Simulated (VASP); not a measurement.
A run of VASP 6.6.1 is set up as follows.

Contents of INCAR:

```
SYSTEM = In2Te2O
PREC = Accurate
ENCUT = 520
EDIFF = 1E-6
ISMEAR = 0
SIGMA = 0.1
LREAL = .FALSE.
LASPH = .TRUE.
NELM = 150
ALGO = Normal
ISIF = 2
LWAVE = .FALSE.
LCHARG = .FALSE.
METAGGA = R2SCAN
LMIXTAU = .TRUE.
NBANDS = 55
KPAR = 4
```

File KPOINTS:

```
Automatic mesh
0
G
  8 8 2
  0 0 0
```

POSCAR

```
In2Te2O
1.0
    3.9487500000      0.0000000000      0.0000000000
    0.0000000000      3.9487500000      0.0000000000
    0.0000000000      0.0000000000     17.0128400000
In Te O
4 4 2
Direct
    0.0000000000      0.5000000000      0.6648710000
    0.5000000000      0.0000000000      0.9382500000
    0.0000000000      0.5000000000      0.0617500000
    0.5000000000      0.0000000000      0.3351290000
    0.0000000000      0.5000000000      0.8318550000
    0.5000000000      0.0000000000      0.6021170000
    0.5000000000      0.0000000000      0.1681450000
    0.0000000000      0.5000000000      0.3978830000
    0.0000000000      0.0000000000      0.0000000000
    0.5000000000      0.5000000000      0.0000000000
```

Potentials or basis: VASP PAW PBE potentials, release 64 (In_d, Te, O).

Run with:

```sh
$ cat potpaw_PBE.64/In_d/POTCAR potpaw_PBE.64/Te/POTCAR potpaw_PBE.64/O/POTCAR > POTCAR
$ mpirun -np 4 vasp_std > vasp.out
```

**Question.** Predict the largest force.

**Answer.** 0.369 eV/Å.

**Question.** Predict the pressure.

**Answer.** -1.9 GPa.

Stress tensor (GPa, compression positive):
```
-1.77  0.00  0.00
 0.00 -1.77  0.00
 0.00  0.00 -2.04
```

Caveat: the PAW data sets were made with another functional, which shifts forces and pressure a little. Spin-orbit coupling is left out, which matters for the levels of Te.
